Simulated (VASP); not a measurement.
# Al3Si2F (P1) in VASP: density of states with PBE

Aim: the density of states of Al3Si2F with PBE.

All numbers are computed with VASP 6.6.1; they aren't measurements. Logs are shortened: lines on timing, memory, paths and dates and some standing lists are left out, and cuts for length are marked.

### 1 The structure

The typed cell holds 12 atoms: a = 5.882 Å, b = 6.308 Å, c = 6.883 Å, α = 77.17°, β = 68.54°, γ = 86.60°.

The cell was built by a generator and needn't be a form met in nature.

### 2 Density of states, PBE

POSCAR reads:

```
Al3Si2F                                 
1.0
    5.8817343094     -0.0719006362      0.0147428495
    0.4504245576      6.2892967383      0.1705791099
    2.5165975293      1.1820633886      6.2964795121
  Al              Si              F             
     6     4     2
Direct
     0.4633254330574514    0.3122414765003345    0.4467475471518373
     0.9632643972239164    0.8124212128566249    0.4465621270972985
     0.7455268534444558    0.3790683973542570    0.6723349280880285
     0.2454397478659205    0.8789915511564826    0.6722935998487340
     0.1802487607541719    0.3815235311063746    0.0497223646914862
     0.6801710457621196    0.8814439475119331    0.0497595383795415
     0.3283566532570530    0.0710691941523817    0.2649909736810374
     0.8283158077061226    0.5709922043488478    0.2650688256296624
     0.6289223638656226    0.9881617890581685    0.6949776995968016
     0.1290442933363546    0.4881384565678986    0.6949650698912877
     0.0150591816509903    0.9748776009724383    0.8978596142312345
     0.5151813020758154    0.4749809184142587    0.8979212117130524
```

INCAR.step1 reads:

```
  PREC = Accurate
  ENCUT = 520
  EDIFF = 1E-6
  ISMEAR = 0
  SIGMA = 0.1
  LREAL = False
  LASPH = True
  NELM = 60
  ALGO = Normal
  ISIF = 2
  LWAVE = False
  LCHARG = True
  GGA = PE
  KPAR = 8
```

KPOINTS.step1 reads:

```
regular mesh
0
Gamma
  4 4 4
```

INCAR.step2 reads:

```
  PREC = Accurate
  ENCUT = 520
  EDIFF = 1E-6
  ISMEAR = -5
  SIGMA = 0.1
  LREAL = False
  LASPH = True
  NELM = 60
  ALGO = Normal
  ISIF = 2
  LWAVE = False
  LCHARG = False
  GGA = PE
  LORBIT = 11
  KPAR = 8
  NEDOS = 1001
  ICHARG = 11
```

KPOINTS.step2 reads:

```
regular mesh
0
Gamma
  6 6 6
```

Potentials or basis: VASP PAW PBE potentials, release 64 (Al, Si, F).

Command:

```bash
> cat potpaw_PBE.64/Al/POTCAR potpaw_PBE.64/Si/POTCAR potpaw_PBE.64/F/POTCAR > POTCAR
> cp INCAR.step1 INCAR
> cp KPOINTS.step1 KPOINTS
> mpirun -np 8 vasp_std > vasp.out
> cp INCAR.step2 INCAR
> cp KPOINTS.step2 KPOINTS
> mpirun -np 8 vasp_std > vasp.out
```

OUTCAR:

```text
PREC = Accurate
   ENCUT = 520
   EDIFF = 1E-6
   ISMEAR = -5
   LREAL = False
   LASPH = True
   NELM = 60
   ISIF = 2
   GGA = PE
   LORBIT = 11
   ICHARG = 11

 ion  position               nearest neighbor table
   1  0.463  0.312  0.447-  10 2.48   7 2.49   8 2.53   9 2.73   3 2.76   4 2.93
   2  0.963  0.812  0.447-   9 2.48   8 2.49   7 2.53  10 2.74   4 2.76   3 2.93
   3  0.746  0.379  0.672-  12 1.84  10 2.46   9 2.55   8 2.67   1 2.76   2 2.93
   4  0.245  0.879  0.672-  11 1.84   9 2.47  10 2.55   7 2.67   2 2.76   1 2.93
   5  0.180  0.382  0.050-  12 1.92   8 2.48   7 2.50  10 2.51
   6  0.680  0.881  0.050-  11 1.92   7 2.48   8 2.50   9 2.51
   7  0.328  0.071  0.265-   6 2.48   1 2.49   5 2.50   2 2.53   4 2.67
   8  0.828  0.571  0.265-   5 2.48   2 2.49   6 2.50   1 2.53   3 2.67
   9  0.629  0.988  0.695-   4 2.47   2 2.48   6 2.51   3 2.55   1 2.73
  10  0.129  0.488  0.695-   3 2.46   1 2.48   5 2.51   4 2.55   2 2.74
  11  0.015  0.975  0.898-   4 1.84   6 1.92
  12  0.515  0.475  0.898-   3 1.84   5 1.92

  LATTYP: Found a triclinic cell.
 ALAT       =     7.2357989761
 B/A-ratio  =     1.2147557888
 C/A-ratio  =     2.4201397942
 COS(alpha) =     0.0143880361
 COS(beta)  =     0.6868546774
 COS(gamma) =     0.7061940387

  Lattice vectors:

 A1 = (   3.3651367801,  -1.2539640248,  -6.2817366626)
 A2 = (   3.8155613377,   5.0353327135,  -6.1111575527)
 A3 = (   8.3460219743, -13.9044581376,  -6.6081520329)

Analysis of symmetry for initial positions (statically):
=====================================================================
 Subroutine PRICEL returns:
 Original cell was already a primitive cell.

 Routine SETGRP: Setting up the symmetry group for a
 triclinic supercell.

 Subroutine GETGRP returns: Found  1 space group operations
 (whereof  1 operations were pure point group operations)
 out of a pool of  2 trial point group operations.

The static configuration has the point symmetry C_1 .

Analysis of symmetry for dynamics (positions and initial velocities):
=====================================================================
 Subroutine PRICEL returns:
 Original cell was already a primitive cell.

 Routine SETGRP: Setting up the symmetry group for a
 triclinic supercell.

 Subroutine GETGRP returns: Found  1 space group operations
 (whereof  1 operations were pure point group operations)
 out of a pool of  2 trial point group operations.

The dynamic configuration has the point symmetry C_1 .

 Subroutine INISYM returns: Found  1 space group operations
 (whereof  1 operations are pure point group operations),
 and found     1 'primitive' translations

----------------------------------------------------------------------------------------

                                     Primitive cell

  volume of cell :     231.6808

  direct lattice vectors                    reciprocal lattice vectors
     5.881734309 -0.071900636  0.014742850     0.170056366 -0.010388475 -0.066018415
     0.450424558  6.289296738  0.170579110     0.002029292  0.159690055 -0.030790329
     2.516597529  1.182063389  6.296479512    -0.000453153 -0.004301869  0.159807633

  length of vectors
     5.882192239  6.307712182  6.883036483     0.182717046  0.162644017  0.159866166

  position of ions in fractional coordinates (direct lattice)
     0.463325433  0.312241477  0.446747547
     0.963264397  0.812421213  0.446562127
     0.745526853  0.379068397  0.672334928
     0.245439748  0.878991551  0.672293600
     0.180248761  0.381523531  0.049722365
     0.680171046  0.881443948  0.049759538
     0.328356653  0.071069194  0.264990974
     0.828315808  0.570992204  0.265068826
     0.628922364  0.988161789  0.694977700
     0.129044293  0.488138457  0.694965070
     0.015059182  0.974877601  0.897859614
     0.515181302  0.474980918  0.897921212

  ion indices of the primitive-cell ions
   primitive index   ion index
                 1           1
                 2           2
                 3           3
                 4           4
                 5           5
                 6           6
                 7           7
                 8           8
                 9           9
                10          10
                11          11
                12          12

----------------------------------------------------------------------------------------

 KPOINTS: regular mesh

Automatic generation of k-mesh.
 Grid dimensions read from file:
 generate k-points for:    6    6    6

 Generating k-lattice:

  Cartesian coordinates                     Fractional coordinates (reciprocal lattice)
     0.028342728 -0.001731412 -0.011003069     0.166666667  0.000000000  0.000000000
     0.000338215  0.026615009 -0.005131722     0.000000000  0.166666667  0.000000000
    -0.000075526 -0.000716978  0.026634605    -0.000000000  0.000000000  0.166666667

  Length of vectors
     0.030452841  0.027107336  0.026644361

  Shift w.r.t. Gamma in fractional coordinates (k-lattice)
     0.000000000  0.000000000  0.000000000

 TETIRR: Found    648 inequivalent tetrahedra from     1296

 Subroutine IBZKPT returns following result:
 ===========================================

 Found    112 irreducible k-points:

 Following reciprocal coordinates:
            Coordinates               Weight
  0.000000  0.000000  0.000000      1.000000
  0.166667  0.000000 -0.000000      2.000000
  0.333333 -0.000000 -0.000000      2.000000
  0.500000  0.000000  0.000000      1.000000
  0.000000  0.166667  0.000000      2.000000
  0.166667  0.166667 -0.000000      2.000000
[... 16 lines left out ...]
  0.333333 -0.000000  0.166667      2.000000
  0.500000  0.000000  0.166667      2.000000
 [... further k-points ...]
   k-points           NKPTS =    112   k-points in BZ     NKDIM =    112   number of bands    NBANDS=     31
   number of dos      NEDOS =   1001   number of ions     NIONS =     12
   total plane-waves  NPLWV = 124416
   dimension x,y,z NGX =    48 NGY =   48 NGZ =   54
   dimension x,y,z NGXF=    96 NGYF=   96 NGZF=  108
   ions per type =               6   4   2
   NGX,Y,Z   is equivalent  to a cutoff of  13.57, 12.65, 13.04 a.u.
   NGXF,Y,Z  is equivalent  to a cutoff of  27.13, 25.30, 26.09 a.u.
 SYSTEM =  unknown system
   PREC   = accura    normal or accurate (medium, high low for compatibility)
   ISTART =      0    job   : 0-new  1-cont  2-samecut
   ICHARG =     11    charge: 1-file 2-atom 10-const
   ISPIN  =      1    spin polarized calculation?
   LNONCOLLINEAR =      F non collinear calculations
   LSORBIT =      F    spin-orbit coupling
   LASPH  =      T    aspherical Exc in radial PAW
   ENCUT  =  520.0 eV  38.22 Ry    6.18 a.u.  10.94 11.73 12.80*2*pi/ulx,y,z
   NELM   =     60;   NELMIN=  2; NELMDL=  0     # of ELM steps
   EDIFF  = 0.1E-05   stopping-criterion for ELM
   LREAL  =      F    real-space projection
   EDIFFG = 0.1E-04   stopping-criterion for IOM
   NSW    =      0    number of steps for IOM
   IBRION =     -1    ionic relax: 0-MD 1-quasi-New 2-CG
   NFREE  =      0    steps in history (QN), initial steepest desc. (CG)
   ISIF   =      2    stress and relaxation
   ISYM   =      2    0-nonsym 1-usesym 2-fastsym
   POTIM  = 0.5000    time-step for ionic-motion
   TEBEG  =    0.0;   TEEND  =   0.0 temperature during run
   PSTRESS=    0.0 pullay stress
   NELECT =      48.0000    total number of electrons
   NUPDOWN=      -1.0000    fix difference up-down
   EMIN   =  10.00;   EMAX   =-10.00  energy-range for DOS
   EFERMI =   0.00;   METHOD = LEGACY
   ISMEAR =    -5;   SIGMA  =   0.10  broadening in eV -4-tet -1-fermi 0-gaus
   EFERMI_NEDOS =   21; number of points for ismear=-14 and -15
   IALGO  =     38    algorithm
   IMIX   =      4    mixing-type and parameters
     AMIX     =   0.40;   BMIX     =  1.00
     AMIX_MAG =   1.60;   BMIX_MAG =  1.00
  volume/ion in A,a.u.               =      19.31       130.29
  Fermi-wavevector in a.u.,A,eV,Ry     =   0.968706  1.830589 12.767584  0.938391
  Thomas-Fermi vector in A             =   2.098698
   LORBIT       =     11    0 simple, 1 ext, 2 COOP (PROOUT), +10 PAW based schemes
   GGA     = PE    functional components
   LHFCALC =     F    Hartree Fock is set to
   AEXX    =    0.0000 exact exchange contribution
   IVDW    =     0    specifies the selected vdW correction
   LEPSILON=     F    determine dielectric tensor
   LRPA    =     F    only Hartree local field effects (RPA)
 non-spin polarized calculation
 Fermi weights with tetrahedron method with Bloechl corrections
  energy-cutoff  :      520.00
  volume of cell :      231.68
 maximum number of plane-waves:      6261
 NGX is ok and might be reduce to    48

 number of electron      47.9999998 magnetization

 Free energy of the ion-electron system (eV)
  ---------------------------------------------------
  ext. energy  EPLUGINS =         0.00000000
  ---------------------------------------------------
  free energy    TOTEN  =       -53.70597221 eV

  energy without entropy =      -53.70597221  energy(sigma->0) =      -53.70597221

 E-fermi :   5.0229     XC(G=0):  -9.1134

 val. band max:        5.0258896585   @ k =   0.3333  -0.0000   0.1667
 cond. band min:       5.0129850287   @ k =  -0.1667   0.1667   0.3333
 fundamental gap:     -0.0129046297
 Fermi energy:         5.0229080858

 k-point     1 :       0.0000    0.0000    0.0000
  band No.  band energies     occupation
      1     -20.6877      2.00000
      2     -20.6750      2.00000
      3      -5.0939      2.00000
      4      -3.9832      2.00000
      5      -3.9575      2.00000
      6      -2.9294      2.00000
[... 23 lines left out ...]
     30       7.2058      0.00000
     31       7.7732      0.00000

 k-point     2 :       0.1667    0.0000   -0.0000
  band No.  band energies     occupation
      1     -20.6868      2.00000
      2     -20.6758      2.00000
      3      -5.0453      2.00000
      4      -4.0838      2.00000
      5      -3.8535      2.00000
      6      -2.8934      2.00000
[... 23 lines left out ...]
     30       7.2690      0.00000
     31       7.7028      0.00000

 k-point     3 :       0.3333   -0.0000   -0.0000
  band No.  band energies     occupation
      1     -20.6844      2.00000
      2     -20.6780      2.00000
      3      -4.8902      2.00000
      4      -4.3300      2.00000
      5      -3.5957      2.00000
      6      -3.0446      2.00000
[... 703 lines left out ...]
     30       7.7971      0.00000
     31       8.1774      0.00000

 k-point    24 :       0.5000    0.0000    0.1667
  band No.  band energies     occupation
      1     -20.6814      2.00000
      2     -20.6806      2.00000
      3      -4.5937      2.00000
      4      -4.5725      2.00000
      5      -3.5519      2.00000
      6      -3.3831      2.00000
[... 23 lines left out ...]
     30       8.0750      0.00000
     31       8.2631      0.00000

 [... further k-points ...]
[... 5 lines left out ...]
  --------------------------------------------------------------------------------------
  -------------------------------------------------------------------------------------
  Total       -0.0516617     -0.0262772      0.0336014     -0.0281178     -0.0105107     -0.0084775
  in kB       -0.3572637     -0.1817189      0.2323685     -0.1944471     -0.0726863     -0.0586254
  external PRESSURE =      -0.1022047 kB  Pullay stress =       0.0000000 kB

 VOLUME and BASIS-vectors are now :
 -----------------------------------------------------------------------------
  energy-cutoff  :      520.00
  volume of cell :      231.68
      direct lattice vectors                 reciprocal lattice vectors
     5.881734309 -0.071900636  0.014742850     0.170056366 -0.010388475 -0.066018415
     0.450424558  6.289296738  0.170579110     0.002029292  0.159690055 -0.030790329
     2.516597529  1.182063389  6.296479512    -0.000453153 -0.004301869  0.159807633

 POSITION                                       TOTAL-FORCE (eV/Angst)
 -----------------------------------------------------------------------------------
      3.99008      2.45855      2.87303        -0.008364      0.008312      0.001407
      7.15542      5.56816      2.96455        -0.007316      0.008257      0.004280
      6.24773      3.12521      4.30900         0.001156     -0.002795      0.000727
      3.53142      6.30529      4.38664         0.002670     -0.001424     -0.000180
      1.35715      2.44533      0.38081        -0.003832      0.000661      0.000782
      4.52283      5.55358      0.47369        -0.003811      0.000026      0.000000
      2.63019      0.73660      1.68547         0.004512      0.000018     -0.007999
      5.79619      3.84491      1.77861         0.005004      0.001384     -0.010548
      5.89323      6.99113      4.55374         0.006115     -0.007286      0.007223
      2.72782      3.88226      4.46100         0.003293     -0.007008      0.006575
      2.78723      7.19154      5.81987         0.000966      0.000496     -0.000632
      5.50381      4.01165      5.74236        -0.000393     -0.000641     -0.001635
 -----------------------------------------------------------------------------------
    total drift:                                0.000346      0.001299     -0.000487

  FREE ENERGIE OF THE ION-ELECTRON SYSTEM (eV)
  ---------------------------------------------------
  free  energy   TOTEN  =       -53.7059722133 eV

  energy  without entropy=      -53.7059722133  energy(sigma->0) =      -53.70597221

 total charge

# of ion       s       p       d       tot
------------------------------------------
    1        0.418   0.354   0.000   0.773
    2        0.418   0.354   0.000   0.772
    3        0.403   0.336   0.000   0.738
    4        0.403   0.336   0.000   0.738
    5        0.418   0.328   0.000   0.746
    6        0.418   0.328   0.000   0.746
    7        0.771   0.933   0.000   1.704
    8        0.771   0.933   0.000   1.704
    9        0.768   0.936   0.000   1.704
   10        0.768   0.936   0.000   1.704
   11        1.744   4.384   0.000   6.129
   12        1.744   4.384   0.000   6.129
--------------------------------------------------
tot          9.045  14.544   0.000  23.589
```

Wall time 2 min (8 MPI ranks of Intel Xeon Platinum 8559C (Emerald Rapids), shared host); peak memory 0.77 GiB.

What came out:

```
Valence electrons inside the program's atomic spheres : Al 0.77, 0.74, 0.75; Si 1.70; F 6.13
```

States per cell in windows of 0.5 eV (zero at the Fermi level; states under -8 eV left out):
| from (eV) | total | F12_p | F11_p | Si7_p | Si8_p | Si9_p | Si10_p |
| --- | --- | --- | --- | --- | --- | --- | --- |
| -8.0 | 2.88 | 0.36 | 0.36 | 0.00 | 0.00 | 0.00 | 0.00 |
| -7.5 | 3.28 | 0.89 | 0.90 | 0.00 | 0.00 | 0.01 | 0.01 |
| -7.0 | 4.07 | 1.15 | 1.15 | 0.01 | 0.01 | 0.01 | 0.01 |
| -6.5 | 0.96 | 0.27 | 0.26 | 0.00 | 0.00 | 0.00 | 0.00 |
| -6.0 | 0.02 | 0.00 | 0.00 | 0.00 | 0.00 | 0.00 | 0.00 |
| -5.5 | 1.75 | 0.07 | 0.07 | 0.04 | 0.04 | 0.04 | 0.04 |
| -5.0 | 2.34 | 0.09 | 0.09 | 0.06 | 0.06 | 0.05 | 0.05 |
| -4.5 | 2.06 | 0.07 | 0.07 | 0.06 | 0.06 | 0.05 | 0.05 |
| -4.0 | 1.84 | 0.05 | 0.05 | 0.06 | 0.06 | 0.04 | 0.04 |
| -3.5 | 1.63 | 0.03 | 0.03 | 0.06 | 0.06 | 0.04 | 0.05 |
| -3.0 | 2.04 | 0.04 | 0.04 | 0.07 | 0.07 | 0.08 | 0.08 |
| -2.5 | 2.89 | 0.05 | 0.05 | 0.10 | 0.10 | 0.13 | 0.13 |
| -2.0 | 3.04 | 0.04 | 0.04 | 0.12 | 0.12 | 0.14 | 0.14 |
| -1.5 | 2.75 | 0.03 | 0.03 | 0.13 | 0.13 | 0.14 | 0.14 |
| -1.0 | 2.59 | 0.02 | 0.02 | 0.15 | 0.14 | 0.13 | 0.13 |
| -0.5 | 1.04 | 0.01 | 0.01 | 0.06 | 0.06 | 0.06 | 0.06 |
| 0.0 | 0.38 | 0.00 | 0.00 | 0.00 | 0.00 | 0.01 | 0.01 |
| 0.5 | 1.43 | 0.01 | 0.01 | 0.02 | 0.02 | 0.02 | 0.02 |
| 1.0 | 2.38 | 0.02 | 0.02 | 0.03 | 0.03 | 0.03 | 0.03 |
| 1.5 | 2.62 | 0.03 | 0.03 | 0.04 | 0.04 | 0.03 | 0.03 |
| 2.0 | 3.04 | 0.03 | 0.03 | 0.05 | 0.05 | 0.04 | 0.04 |
| 2.5 | 3.25 | 0.03 | 0.03 | 0.05 | 0.05 | 0.05 | 0.05 |
| 3.0 | 0.90 | 0.01 | 0.01 | 0.02 | 0.02 | 0.02 | 0.01 |
| 3.5 | 0.00 | 0.00 | 0.00 | 0.00 | 0.00 | 0.00 | 0.00 |

Caveat: tetrahedron occupations give inexact forces and stress in metals.
